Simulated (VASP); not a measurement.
Set up this calculation in VASP 6.6.1, as the native input.

```yaml
Task: single point
Functional: PBE
Potentials_or_basis: VASP PAW PBE potentials, release 64 (Na_pv, Pd, Sb)
Cutoff: 520 eV
k_mesh: 4 × 4 × 3, shifted
Occupations: fermi-dirac, width 0.1 eV
Spin: no spin polarisation
Dipole_correction: no
Further_INCAR_settings: ALGO = Fast; EDIFF = 1e-06; NBANDS = 40
```

The structure of Na3Sb2Pd3 lies in POSCAR:

```
Na3Sb2Pd3
1.0
    5.3839840000     -0.1851950000     -0.0840970000
   -2.8523760000      4.7727680000      0.0878150000
   -2.8427840000      1.7138180000      6.4321040000
Na Pd Sb
3 3 2
Direct
    0.5322530000      0.5377720000      0.5103190000
    0.1109480000      0.8850830000      0.2395860000
    0.9190810000      0.0590080000      0.7561520000
    0.4738250000      0.9871780000      0.0043320000
    0.0026780000      0.5297340000      0.9985830000
    0.5180080000      0.5166310000      0.9867560000
    0.2272500000      0.7690950000      0.7043280000
    0.7063760000      0.2465860000      0.2688680000
```

The cell was built by a generator and needn't be a form met in nature.

One way to write it, as run:

INCAR

```
SYSTEM = Na3Sb2Pd3
PREC = Accurate
ENCUT = 520
EDIFF = 1E-6
ISMEAR = -1
SIGMA = 0.1
LREAL = .False.
LASPH = .True.
NELM = 100
ALGO = Fast
ISIF = 2
LWAVE = .False.
LCHARG = .True.
GGA = PE
LELF = .True.
LVHAR = .True.
NBANDS = 40
```

KPOINTS

```
Automatic mesh
0
Gamma
  4 4 3
  0 0.5 0
```

Potentials or basis: VASP PAW PBE potentials, release 64 (Na_pv, Pd, Sb).

Run with:

```bash
$ cat potpaw_PBE.64/Na_pv/POTCAR potpaw_PBE.64/Pd/POTCAR potpaw_PBE.64/Sb/POTCAR > POTCAR
$ mpirun -np 1 vasp_std > vasp.out
```

Results of the run:

```yaml
Pressure: 22.6 GPa
Largest_force: 9.093 eV/Å
Band_gap_on_the_k_mesh: none (metal or under the smearing width)
```

Caveat: so large a pressure means that the cell lies far from this level's equilibrium, or that cutoff or potentials fall short; forces of over 1 eV/Å show positions far from the minimum, so gaps and moduli don't describe the material at rest.

Wall time 2.8 min on 1 thread of AMD EPYC 7R13 Processor (Zen 3), with other jobs on the host, peak memory 0.33 GiB.
